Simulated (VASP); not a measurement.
# Al2O3 (Corundum) (R-3c) in VASP: notebook, part 2 of 2

VASP 6.6.1.

**4. Single point, PBE (cell and atoms relaxed tightly for response)**

INCAR reads:

```
  PREC = Accurate
  ENCUT = 520
  EDIFF = 1E-7
  ISMEAR = 0
  SIGMA = 0.01
  LREAL = False
  LASPH = True
  NELM = 100
  ALGO = Normal
  ISIF = 2
  LWAVE = False
  LCHARG = False
  GGA = PE
  NBANDS = 35
```

KPOINTS reads:

```
regular mesh
0
Gamma
  6 6 6
```

POSCAR reads:

```
Al2O3
1.0
    2.4044109457      1.3881873067      4.3746335909
   -2.4044109457      1.3881873067      4.3746335909
    0.0000000000     -2.7763746136      4.3746335908
Al O
4 6
Direct
    0.3521463617      0.3521463617      0.3521463617
    0.1478536383      0.1478536383      0.1478536383
    0.6478536383      0.6478536383      0.6478536383
    0.8521463617      0.8521463617      0.8521463617
    0.5561751657      0.9438248343      0.2500000000
    0.2500000000      0.5561751657      0.9438248343
    0.9438248343      0.2500000000      0.5561751657
    0.4438248343      0.0561751657      0.7500000000
    0.7500000000      0.4438248343      0.0561751657
    0.0561751657      0.7500000000      0.4438248343
```

Potentials or basis: VASP PAW PBE potentials, release 64 (Al, O).

Started as:

```
> cat potpaw_PBE.64/Al/POTCAR potpaw_PBE.64/O/POTCAR > POTCAR
> mpirun -np 1 vasp_std > vasp.out
```

OUTCAR:

```text
PREC = Accurate
   ENCUT = 520
   EDIFF = 1E-7
   ISMEAR = 0
   LREAL = False
   LASPH = True
   NELM = 100
   ISIF = 2
   GGA = PE

 ion  position               nearest neighbor table
   1  0.352  0.352  0.352-  10 1.87   8 1.87   9 1.87   5 1.99   6 1.99   7 1.99   2 2.68   3 2.82
                             3 2.82   3 2.82   2 3.25   2 3.25   2 3.25
   2  0.148  0.148  0.148-   9 1.87   8 1.87  10 1.87   5 1.99   7 1.99   6 1.99   1 2.68   4 2.82
                             4 2.82   4 2.82   1 3.25   1 3.25   1 3.25
   3  0.648  0.648  0.648-   7 1.87   5 1.87   6 1.87   8 1.99   9 1.99  10 1.99   4 2.68   1 2.82
[... 1143 lines left out ...]
  external PRESSURE =      -1.6479621 kB  Pullay stress =       0.0000000 kB

 VOLUME and BASIS-vectors are now :
 -----------------------------------------------------------------------------
  energy-cutoff  :      520.00
  volume of cell :       87.61
      direct lattice vectors                 reciprocal lattice vectors
     2.404410946  1.388187307  4.374633591     0.207951141  0.120060647  0.076196858
    -2.404410946  1.388187307  4.374633591    -0.207951141  0.120060647  0.076196858
     0.000000000 -2.776374614  4.374633591     0.000000000 -0.240121295  0.076196858

 POSITION                                       TOTAL-FORCE (eV/Angst)
 -----------------------------------------------------------------------------------
      0.00000     -0.00000      4.62153         0.000000     -0.000000      0.003943
      0.00000     -0.00000      1.94042         0.000000      0.000000     -0.003943
      0.00000     -0.00000      8.50237         0.000000      0.000000     -0.003943
      0.00000     -0.00000     11.18348         0.000000     -0.000000      0.003943
     -0.93207      1.38819      7.65561        -0.000726      0.000000      0.000000
     -0.73617     -1.50129      7.65561         0.000363     -0.000629     -0.000000
      1.66824      0.11310      7.65561         0.000363      0.000629      0.000000
      0.93207     -1.38819      5.46829         0.000726     -0.000000      0.000000
      0.73617      1.50129      5.46829        -0.000363      0.000629      0.000000
     -1.66824     -0.11310      5.46829        -0.000363     -0.000629     -0.000000
 -----------------------------------------------------------------------------------
    total drift:                               -0.000000      0.000000      0.000000

  FREE ENERGIE OF THE ION-ELECTRON SYSTEM (eV)
  ---------------------------------------------------
  free  energy   TOTEN  =       -74.8122285590 eV

  energy  without entropy=      -74.8122285590  energy(sigma->0) =      -74.81222856
```

OSZICAR:

```text
N       E                     dE             d eps       ncg     rms          rms(c)
DAV:   1     0.223937096850E+03    0.22394E+03   -0.25248E+04  2240   0.130E+03
DAV:   2    -0.701847800916E+02   -0.29412E+03   -0.28391E+03  2866   0.283E+02
DAV:   3    -0.826887255278E+02   -0.12504E+02   -0.12464E+02  2901   0.599E+01
DAV:   4    -0.827854958329E+02   -0.96770E-01   -0.96717E-01  2816   0.606E+00
DAV:   5    -0.827866940305E+02   -0.11982E-02   -0.11980E-02  2799   0.672E-01    0.174E+01
DAV:   6    -0.747421836502E+02    0.80445E+01   -0.28445E+01  2718   0.283E+01    0.589E+00
DAV:   7    -0.747901028304E+02   -0.47919E-01   -0.84439E-01  2693   0.453E+00    0.327E+00
DAV:   8    -0.748079083090E+02   -0.17805E-01   -0.90305E-02  2703   0.229E+00    0.681E-01
DAV:   9    -0.748115720440E+02   -0.36637E-02   -0.22045E-02  2896   0.793E-01    0.312E-01
DAV:  10    -0.748122686684E+02   -0.69662E-03   -0.87742E-04  2517   0.175E-01    0.756E-02
DAV:  11    -0.748122259801E+02    0.42688E-04   -0.38370E-04  2840   0.111E-01    0.224E-02
DAV:  12    -0.748122292594E+02   -0.32793E-05   -0.21796E-05  2602   0.278E-02    0.631E-03
DAV:  13    -0.748122286090E+02    0.65038E-06   -0.39635E-06  2872   0.109E-02    0.131E-03
DAV:  14    -0.748122284800E+02    0.12898E-06   -0.19273E-07  2120   0.268E-03    0.781E-04
DAV:  15    -0.748122285590E+02   -0.79005E-07   -0.18190E-08  1584   0.857E-04
   1 F= -.74812229E+02 E0= -.74812229E+02  d E =-.651366E-71
```

Run time: 76 s. Hardware: 1 thread of Intel Xeon 6975P-C (Granite Rapids), shared host; peak memory 0.25 GiB.

What came out:

```
Free energy            : -74.8122 eV
Pressure               : -0.2 GPa
Largest force          : 0.004 eV/Å
Band gap on the k mesh : 5.85 eV, direct
```

Forces on the atoms (eV/Å):
```
Al   0.000  0.000  0.004
Al   0.000  0.000 -0.004
Al   0.000  0.000 -0.004
Al   0.000  0.000  0.004
O   -0.001  0.000  0.000
O    0.000 -0.001  0.000
O    0.000  0.001  0.000
O    0.001  0.000  0.000
O    0.000  0.001  0.000
O    0.000 -0.001  0.000
```

Levels at points of the mesh, in eV from the valence-band top:
```csv
k point,band 22,band 23,band 24,band 25,band 26,band 27
"(0.00, 0.00, 0.00)",-0.03,-0.03,0.00,5.85,8.90,10.36
"(0.50, 0.00, 0.00)",-0.86,-0.25,-0.25,9.13,9.13,9.35
"(0.50, 0.50, 0.00)",-0.87,-0.70,-0.23,9.35,9.49,9.61
"(0.50, 0.50, 0.50)",-0.35,-0.35,-0.35,8.35,8.35,10.84
```

**5. Overview**

| task | cell | cutoff (eV) | smearing | gap on the mesh (eV) | pressure (GPa) |
| --- | --- | --- | --- | --- | --- |
| single point | R-3c, 8.76 Å³/atom | 520 | gaussian 0.02 eV | 5.85 | -0.1 |
| relaxation of cell and atoms | relaxed | 600 | gaussian 0.02 eV | 5.87 | -0.1 |
| single point | cell and atoms relaxed tightly for response | 520 | gaussian 0.01 eV | 5.85 | -0.2 |

Alike in all rows: level PBE; potentials or basis VASP PAW PBE potentials, release 64 (Al, O); no spin polarisation; k mesh 6 × 6 × 6.

Total energies depend on the potentials used, so only differences within one code and one set of settings carry meaning.

**6. Against experiment**

Step 2. Against the measured gap of Al2O3, 8.7 eV (optical; quoted in “Multi-petahertz electron interference in Cr:Al2O3 solid-state material”, 2018, pmc:5906618), the calculated 5.85 eV is off by -2.85 eV. The value is that of PBE, without temperature or zero-point motion. Semilocal functionals fall short of measured gaps as a rule.
